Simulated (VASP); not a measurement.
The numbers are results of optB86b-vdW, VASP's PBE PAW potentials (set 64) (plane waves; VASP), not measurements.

A VASP calculation is set up with these files.

### POSCAR
```
BaTiO3
1.0
  4.0855587110   0.0000000000   0.0000000000
  0.0000000000   4.0855587110   0.0000000000
  0.0000000000   0.0000000000   4.0855587110
Ba Ti O
1 1 3
Direct
  0.0000000000   0.0000000000   0.0000000000
  0.5000000000   0.5000000000   0.5000000000
  0.5000000000   0.0000000000   0.5000000000
  0.0000000000   0.5000000000   0.5000000000
  0.5000000000   0.5000000000   0.0000000000
```

INCAR:
```
# general
SYSTEM  =BaTiO3
PREC    =Accurate
ENCUT   =520   # plane-wave cut-off (eV)
LREAL   =.FALSE.
LASPH   =.TRUE.

# electronic loop
EDIFF   =1E-7   # SCF stop (eV)
NELM    =100
ALGO    =Normal   # blocked Davidson
LMAXMIX =4

# smearing
ISMEAR  =0   # Gaussian
SIGMA   =0.05

# functional
GGA     =MK
LUSE_VDW=.TRUE.
AGGAC   =0.0
PARAM1  =0.1234
PARAM2  =1.0

# ions
ISIF    =2   # forces and stress, cell fixed

# output
LWAVE   =.FALSE.
LCHARG  =.FALSE.
```

### KPOINTS
```
Automatic mesh
0
Gamma
6 6 6
0 0 0
```

POTCAR, in this order: Ba_sv Ti_sv O (PBE.64 set). Program: vasp_std.

What will the output report for the number of irreducible k-points (NKPTS), largest plane-wave count, number of space-group operations, FFT grid (NGX, NGY, NGZ)?

The number of irreducible k-points (NKPTS) is 20 and the largest plane-wave count comes out as 1856. The number of space-group operations comes out as 48 and the FFT grid (NGX, NGY, NGZ) is 30 × 30 × 30.

The compound is BaTiO3 in the cubic perovskite structure, the ideal cubic form; the compound distorts at low or room temperature. This cell is one point of a volume scan, at 1.06 of the reference volume.
